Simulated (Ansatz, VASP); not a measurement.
# Ge (Germanium): VASP beside Ansatz, part 2 of 2

Wanted: the spread between two codes on one cell, functional and k mesh. The cell is taken from a series of runs on this material, whose earlier steps may have relaxed, scaled, displaced or heated it; both programs get it as it stands.

VASP 6.6.1 and Ansatz 0.2.0.

So far: The starting structure; Ansatz: G0W0 gap, r2SCAN.

## 3. VASP: G0W0 gap, r2SCAN

Level of this step: G0W0 on r2SCAN; plane waves and PAW (Ge_d_GW) (VASP).

The same cell, functional and mesh now go to VASP, with its own data sets.

Lines of VASP's logs that name or quote its potential files are left out, and so is its time.

The run reads the wave functions of an earlier VASP run, which isn't shown here.

Input file INCAR:

```
SYSTEM = Ge
PREC = Accurate
ENCUT = 400
ISMEAR = 0
SIGMA = 0.01
LREAL = .FALSE.
METAGGA = R2SCAN
LASPH = .TRUE.
NBANDS = 184
ALGO = EVGW0
NELMGW = 1
ENCUTGW = 140
NOMEGA = 64
PRECFOCK = Fast
NBANDSGW = 24
LWAVE = .FALSE.
LCHARG = .FALSE.
```

Input file POSCAR:

```
Ge
1.0
    0.0000000000      2.7864763500      2.8289100000
    2.7864763500      0.0000000000      2.8289100000
    2.7864763500      2.7864763500      0.0000000000
Ge
2
Direct
    0.0000000000      0.0000000000      0.0000000000
    0.2500000000      0.2500000000      0.2500000000
```

Input file KPOINTS:

```
Automatic mesh
0
Gamma
6 6 6
0 0 0
```

Potentials, in the order of the species: Ge_d_GW (PBE family, release 64).

The run is started by

```console
mpirun -np 8 vasp_std
```

Numbers of over 12 decimals in the logs are rounded to 6 here.

Output:

```text
[banner, memory and clock lines left out]
running    8 mpi-ranks, on    1 nodes
 distrk:  each k-point on    8 cores,    1 groups
 distr:  one band on    1 cores,    8 groups

 POSCAR found type information on POSCAR Ge
 POSCAR found :  1 types and       2 ions
|                                                                             |
|           W    W    AA    RRRRR   N    N  II  N    N   GGGG   !!!           |
|           W    W   A  A   R    R  NN   N  II  NN   N  G    G  !!!           |
|           W    W  A    A  R    R  N N  N  II  N N  N  G       !!!           |
|           W WW W  AAAAAA  RRRRR   N  N N  II  N  N N  G  GGG   !            |
|           WW  WW  A    A  R   R   N   NN  II  N   NN  G    G                |
|           W    W  A    A  R    R  N    N  II  N    N   GGGG   !!!           |
|                                                                             |
|     For optimal performance we recommend to set                             |
|       NCORE = 2 up to number-of-cores-per-socket                            |
|     NCORE specifies how many cores store one orbital (NPAR=cpu/NCORE).      |
|     This setting can greatly improve the performance of VASP for DFT.       |
|     The default, NCORE=1 might be grossly inefficient on modern             |
|     multi-core architectures or massively parallel machines. Do your        |
|     Unfortunately you need to use the default for GW and RPA                |
|     calculations (for HF NCORE is supported but not extensively tested      |
|     yet).                                                                   |
|                                                                             |

|                                                                             |
|               ----> ADVICE to this user running VASP <----                  |
|                                                                             |
|     You enforced a specific xc type in the INCAR file but a different       |
|     [... a line on the potential file left out ...]
|     I HOPE YOU KNOW WHAT YOU ARE DOING!                                     |
|                                                                             |

|                                                                             |
|           W    W    AA    RRRRR   N    N  II  N    N   GGGG   !!!           |
|           W    W   A  A   R    R  NN   N  II  NN   N  G    G  !!!           |
|           W    W  A    A  R    R  N N  N  II  N N  N  G       !!!           |
|           W WW W  AAAAAA  RRRRR   N  N N  II  N  N N  G  GGG   !            |
|           WW  WW  A    A  R   R   N   NN  II  N   NN  G    G                |
|           W    W  A    A  R    R  N    N  II  N    N   GGGG   !!!           |
|                                                                             |
|     The default for ENCUTGWSOFT is different in this version of VASP.       |
|     please manually set ENCUTGWSOFT =140 in the INCAR file.                 |
|                                                                             |

 LDA part: xc-table for (None), standard interpolation
 found WAVECAR, reading the header
 POSCAR, INCAR and KPOINTS ok, starting setup
 FFT: planning ... GRIDC
 FFT: planning ... GRID_SOFT
 FFT: planning ... GRID
 reading WAVECAR
 the WAVECAR file was read successfully
 initial charge from wavefunction
 available memory per node:     94.43 GB, setting MAXMEM to     96697

 The Fermi energy was updated, please check that it is located mid-gap
 values below the HOMO (VB) or above the LUMO (CB) will cause erroneous energies
 E-fermi :   3.2892

 calculate exact exchange contribution
 the WAVEDER file was read successfully
|                                                                             |
|           W    W    AA    RRRRR   N    N  II  N    N   GGGG   !!!           |
|           W    W   A  A   R    R  NN   N  II  NN   N  G    G  !!!           |
|           W    W  A    A  R    R  N N  N  II  N N  N  G       !!!           |
|           W WW W  AAAAAA  RRRRR   N  N N  II  N  N N  G  GGG   !            |
|           WW  WW  A    A  R   R   N   NN  II  N   NN  G    G                |
|           W    W  A    A  R    R  N    N  II  N    N   GGGG   !!!           |
|                                                                             |
|     Automatic setting of frequency mesh for GW failed. Frequency mesh       |
|     properly not suitable for determining QP energies. Consider             |
|     increasing number of kpoints.                                           |
|                                                                             |

energies w=
    0.000    0.000    0.289    0.000    0.578    0.000    0.865    0.000
    1.150    0.000    1.433    0.000    1.713    0.000    1.989    0.000
    2.262    0.000    2.532    0.000    2.797    0.000    3.059    0.000
    3.317    0.000    3.572    0.000    3.823    0.000    4.071    0.000
    4.317    0.000    4.561    0.000    4.803    0.000    5.044    0.000
    5.284    0.000    5.524    0.000    5.764    0.000    6.005    0.000
    6.248    0.000    6.493    0.000    6.740    0.000    6.991    0.000
    7.247    0.000    7.509    0.000    7.776    0.000    8.051    0.000
[...]
|.........|.........|.........|.........|.........|.........|.........|.........
 performed       3663000 updates of chi_q(r,r)
 total number of BLAS operations        818.06 Gflops
NQ=   3    0.3333    0.0000    0.0000,
|.........|.........|.........|.........|.........|.........|.........|.........
 performed       6033000 updates of chi_q(r,r)
 total number of BLAS operations       1279.59 Gflops
NQ=   4    0.5000    0.0000    0.0000,
|.........|.........|.........|.........|.........|.........|.........|.........
 performed       8015000 updates of chi_q(r,r)
 total number of BLAS operations       1727.12 Gflops
NQ=   5    0.1667    0.1667    0.0000,
|.........|.........|.........|.........|.........|.........|.........|.........
 performed       9555000 updates of chi_q(r,r)
 total number of BLAS operations       2062.62 Gflops
NQ=   6    0.3333    0.1667    0.0000,
|.........|.........|.........|.........|.........|.........|.........|.........
 performed      11925000 updates of chi_q(r,r)
 total number of BLAS operations       2554.21 Gflops
NQ=   7    0.5000    0.1667    0.0000,
|.........|.........|.........|.........|.........|.........|.........|.........
 performed      14295000 updates of chi_q(r,r)
 total number of BLAS operations       3064.29 Gflops
NQ=   8   -0.3333    0.1667    0.0000,
|.........|.........|.........|.........|.........|.........|.........|.........
 performed      16665000 updates of chi_q(r,r)
 total number of BLAS operations       3580.62 Gflops
NQ=   9   -0.1667    0.1667    0.0000,
|.........|.........|.........|.........|.........|.........|.........|.........
 performed      18647000 updates of chi_q(r,r)
 total number of BLAS operations       3986.53 Gflops
NQ=  10    0.3333    0.3333    0.0000,
|.........|.........|.........|.........|.........|.........|.........|.........
 performed      20187000 updates of chi_q(r,r)
 total number of BLAS operations       4342.68 Gflops
NQ=  11    0.5000    0.3333    0.0000,
|.........|.........|.........|.........|.........|.........|.........|.........
 performed      22557000 updates of chi_q(r,r)
 total number of BLAS operations       4877.94 Gflops
NQ=  12   -0.3333    0.3333    0.0000,
|.........|.........|.........|.........|.........|.........|.........|.........
 performed      24539000 updates of chi_q(r,r)
 total number of BLAS operations       5347.03 Gflops
NQ=  13    0.5000    0.5000    0.0000,
|.........|.........|.........|.........|.........|.........|.........|.........
 performed      25832000 updates of chi_q(r,r)
 total number of BLAS operations       5660.24 Gflops
NQ=  14    0.1667    0.0000    0.1667,
|.........|.........|.........|.........|.........|.........|.........|.........
 performed      27805000 updates of chi_q(r,r)
 total number of BLAS operations       6090.00 Gflops
NQ=  15    0.3333    0.0000    0.1667,
|.........|.........|.........|.........|.........|.........|.........|.........
 performed      30740000 updates of chi_q(r,r)
 total number of BLAS operations       6698.80 Gflops
NQ=  16    0.5000    0.0000    0.1667,
|.........|.........|.........|.........|.........|.........|.........|.........
 performed      33675000 updates of chi_q(r,r)
 total number of BLAS operations       7346.01 Gflops
NQ=  17   -0.3333   -0.0000    0.1667,
|.........|.........|.........|.........|.........|.........|.........|.........
 performed      36610000 updates of chi_q(r,r)
 total number of BLAS operations       7970.03 Gflops
NQ=  18   -0.1667   -0.0000    0.1667,
|.........|.........|.........|.........|.........|.........|.........|.........
 performed      39192000 updates of chi_q(r,r)
 total number of BLAS operations       8498.95 Gflops
NQ=  19    0.5000    0.3333    0.1667,
|.........|.........|.........|.........|.........|.........|.........|.........
 performed      41774000 updates of chi_q(r,r)
 total number of BLAS operations       9047.88 Gflops
NQ=  20   -0.3333    0.3333    0.1667,
|.........|.........|.........|.........|.........|.........|.........|.........
 performed      44709000 updates of chi_q(r,r)
 total number of BLAS operations       9702.91 Gflops
NQ=  21   -0.1667    0.3333    0.1667,
|.........|.........|.........|.........|.........|.........|.........|.........
 performed      47079000 updates of chi_q(r,r)
 total number of BLAS operations      10219.23 Gflops
NQ=  22   -0.3333    0.5000    0.1667,
|.........|.........|.........|.........|.........|.........|.........|.........
 performed      49052000 updates of chi_q(r,r)
 total number of BLAS operations      10654.22 Gflops
NQ=  23    0.3333    0.0000    0.3333,
|.........|.........|.........|.........|.........|.........|.........|.........
 performed      51025000 updates of chi_q(r,r)
 total number of BLAS operations      11110.42 Gflops
NQ=  24    0.5000    0.0000    0.3333,
|.........|.........|.........|.........|.........|.........|.........|.........
 performed      53960000 updates of chi_q(r,r)
 total number of BLAS operations      11781.23 Gflops
NQ=  25   -0.3333   -0.0000    0.3333,
|.........|.........|.........|.........|.........|.........|.........|.........
 performed      56542000 updates of chi_q(r,r)
 total number of BLAS operations      12392.46 Gflops
NQ=  26    0.5000    0.1667    0.3333,
|.........|.........|.........|.........|.........|.........|.........|.........
 performed      59124000 updates of chi_q(r,r)
 total number of BLAS operations      12954.95 Gflops
NQ=  27   -0.3333    0.1667    0.3333,
|.........|.........|.........|.........|.........|.........|.........|.........
 performed      61706000 updates of chi_q(r,r)
 total number of BLAS operations      13538.07 Gflops
NQ=  28   -0.1667    0.5000    0.3333,
|.........|.........|.........|.........|.........|.........|.........|.........
 performed      63679000 updates of chi_q(r,r)
 total number of BLAS operations      13973.06 Gflops
NQ=  29    0.5000    0.0000    0.5000,
|.........|.........|.........|.........|.........|.........|.........|.........
 performed      65219000 updates of chi_q(r,r)
 total number of BLAS operations      14329.20 Gflops
NQ=  30   -0.3333    0.1667    0.5000,
|.........|.........|.........|.........|.........|.........|.........|.........
 performed      67077000 updates of chi_q(r,r)
 total number of BLAS operations      14729.06 Gflops
 resolving degeneracies of screened two electron integrals

 calculate QP shifts <psi_nk| G(iteration)W_0 |psi_nk>: iteration 1
 entering main loop
```

From OUTCAR (step 3):

```text
ion  position               nearest neighbor table
   1  0.000  0.000  0.000-   2 2.43   2 2.43   2 2.43   2 2.43
   2  0.250  0.250  0.250-   1 2.43   1 2.43   1 2.43   1 2.43

  LATTYP: Found a body centered tetragonal cell.
 ALAT       =     3.9406726454
 C/A-ratio  =     1.4357498095

 Subroutine GETGRP returns: Found 16 space group operations
 (whereof  8 operations were pure point group operations)

The static configuration has the point symmetry D_2d.
 The point group associated with its full space group is D_4h.

 Found     30 irreducible k-points:

   k-points           NKPTS =     30   k-points in BZ     NKDIM =    216   number of bands    NBANDS=    184

   dimension x,y,z NGX =    28 NGY =   28 NGZ =   28
   dimension x,y,z NGXF=    56 NGYF=   56 NGZF=   56

   ENCUT  =  400.0 eV  29.40 Ry    5.42 a.u.   6.48  6.48  6.43*2*pi/ulx,y,z

   NELECT =      28.0000    total number of electrons

  energy-cutoff  :      400.00
  volume of cell :       43.93
      direct lattice vectors                 reciprocal lattice vectors
     0.000000000  2.786476350  2.828910000    -0.179438092  0.179438092  0.176746521
     2.786476350  0.000000000  2.828910000     0.179438092 -0.179438092  0.176746521
     2.786476350  2.786476350  0.000000000     0.179438092  0.179438092 -0.176746521

 k-points in reciprocal lattice and weights: Automatic mesh
   0.00000000  0.00000000  0.00000000       0.005
   0.16666667  0.00000000  0.00000000       0.037
   0.33333333  0.00000000  0.00000000       0.037
   0.50000000  0.00000000  0.00000000       0.019
   0.16666667  0.16666667  0.00000000       0.009
   0.33333333  0.16666667  0.00000000       0.037
   0.50000000  0.16666667  0.00000000       0.037
  -0.33333333  0.16666667  0.00000000       0.037
  -0.16666667  0.16666667  0.00000000       0.019
[...]
0.50000000  0.00000000  0.50000000       0.009
  -0.33333333  0.16666667  0.50000000       0.019

 E-fermi :   3.2892

 QP shifts <psi_nk| G(iteration)W_0 |psi_nk>: iteration 1
 for sc-GW calculations column KS-energies equals QP-energies in previous step
 and V_xc(KS)=  KS-energies - (<T + V_ion + V_H > + <T+V_H+V_ion>^1  + <V_x>^1)
 k-point   1 :       0.0000    0.0000    0.0000
  band No.  KS-energies  QP-energies   sigma(KS)   V_xc(KS)     V^pw_x(r,r')   Z            occupation Imag(sigma)
    ...
     11     -10.5704     -10.5664     -11.9276     -11.9337     -18.0398       0.6610       2.0000       0.9456
     12       2.9042       2.5957     -12.6815     -12.2858     -13.2101       0.7798       2.0000       0.0670
     13       3.0329       2.7218     -12.6549     -12.2560     -13.1531       0.7800       2.0000       0.0659
     14       3.0329       2.7218     -12.6549     -12.2560     -13.1531       0.7800       2.0000       0.0659
     15       3.7096       4.1404     -11.9709     -12.5251      -8.2680       0.7774       0.0000      -0.0364
     16       5.6884       5.8147     -10.5677     -10.7317      -6.5558       0.7698       0.0000      -0.0765
     17       5.6884       5.8147     -10.5677     -10.7317      -6.5558       0.7698       0.0000      -0.0765
     18       5.7737       5.8911     -10.5639     -10.7164      -6.5373       0.7698       0.0000      -0.0767
    ...

 k-point   2 :       0.1667    0.0000    0.0000
  band No.  KS-energies  QP-energies   sigma(KS)   V_xc(KS)     V^pw_x(r,r')   Z            occupation Imag(sigma)
    ...
     11     -10.2069     -10.2146     -11.9743     -11.9627     -17.9392       0.6648       2.0000       0.9158
     12      -0.2132      -0.4094     -12.3238     -12.0636     -13.7388       0.7540       2.0000       0.1038
     13       2.3637       2.0638     -12.4150     -12.0287     -13.0569       0.7764       2.0000       0.0674
     14       2.4651       2.1663     -12.3993     -12.0145     -13.0137       0.7765       2.0000       0.0668
     15       4.3536       4.5797     -10.9984     -11.2891      -7.2529       0.7779       0.0000      -0.0557
     16       6.4590       6.5635     -10.7804     -10.9169      -6.5635       0.7651       0.0000      -0.0869
     17       6.4856       6.5849     -10.7588     -10.8886      -6.5356       0.7652       0.0000      -0.0869
     18       7.6697       7.7406     -11.1778     -11.2708      -6.6353       0.7625       0.0000      -0.1069
    ...

 k-point   3 :       0.3333    0.0000    0.0000
  band No.  KS-energies  QP-energies   sigma(KS)   V_xc(KS)     V^pw_x(r,r')   Z            occupation Imag(sigma)
    ...
     11      -9.1953      -9.2301     -12.1392     -12.0881     -17.6920       0.6805       2.0000       0.8236
     12      -3.3933      -3.5795     -11.9922     -11.7355     -15.0070       0.7252       2.0000       0.2709
     13       1.6397       1.3324     -12.2909     -11.8911     -13.2274       0.7687       2.0000       0.0750
     14       1.7728       1.4668     -12.2897     -11.8921     -13.1940       0.7695       2.0000       0.0742
     15       3.7773       3.9568     -10.7803     -11.0098      -7.1672       0.7818       0.0000      -0.0567
     16       7.0185       7.0687     -10.4207     -10.4865      -5.9973       0.7646       0.0000      -0.1049
     17       7.0794       7.1391     -10.4756     -10.5537      -6.0222       0.7634       0.0000      -0.1072
     18      10.6756      10.4713      -9.7989      -9.5280      -4.2734       0.7540       0.0000      -0.2734
    ...

 k-point   4 :       0.5000    0.0000    0.0000
  band No.  KS-energies  QP-energies   sigma(KS)   V_xc(KS)     V^pw_x(r,r')   Z            occupation Imag(sigma)
    ...
     11      -8.2951      -8.3453     -12.4018     -12.3295     -17.5823       0.6932       2.0000       0.7270
     12      -5.0437      -5.2081     -11.6583     -11.4289     -15.4474       0.7167       2.0000       0.4293
     13       1.3712       1.0603     -12.2687     -11.8631     -13.3227       0.7666       2.0000       0.0780
     14       1.5189       1.2087     -12.2749     -11.8708     -13.2946       0.7677       2.0000       0.0772
     15       3.5454       3.7164     -10.7738     -10.9924      -7.2156       0.7828       0.0000      -0.0562
     16       6.9677       6.9919     -10.1840     -10.2155      -5.7831       0.7669       0.0000      -0.1072
     17       7.0589       7.0915     -10.2240     -10.2666      -5.7845       0.7657       0.0000      -0.1103
     18      10.6655      10.1968      -7.8441      -7.2322      -2.5209       0.7660       0.0000      -0.2616
    ...

[... 4 further parts left out ...]
```

## 4. Comparison

Known differences besides the potentials themselves: VASP keeps PBE cores, Ansatz makes them for the functional; fixed occupations in Ansatz, narrow Gaussian smearing in VASP; the cutoff is 500 eV in Ansatz and 400 eV in VASP; Ansatz integrates over frequency by contour deformation, VASP on a grid of NOMEGA points; Ansatz's G0W0 levels solve the quasiparticle equation, VASP's are linearised. Total energies have different zeros and are not compared.

Compared:

```tsv
quantity	Ansatz	VASP	difference
G0W0 gap on the mesh (eV)	0.87	0.99	-0.12
Kohn-Sham gap under it (eV)	0.52	0.51	+0.01
```

VASP's log warns that its frequency grid doesn't suit quasiparticle energies on this mesh.

## 5. Summary of results

```json
{
 "difference in G0W0 gap on the mesh (G0W0 gap, r2SCAN)": "-0.12 eV"
}
```

What this shows: The difference in G0W0 gap on the mesh is -0.12 eV (G0W0 gap, r2SCAN). How closely two codes agree says nothing of how well the functional describes the real material.

[Lines on the potential files, build, host, timing and source positions are cut from VASP's logs without a mark.]

[Logs are printed without paths, hosts, clocks, repeated set-up lines and the standing remarks that a program may print on its own settings, such as how far it seeks lower states.]

[Hosts, paths, dates, database ids (printed as entryN), source tags and the programs' standing remarks are cut or masked in the printed files.]
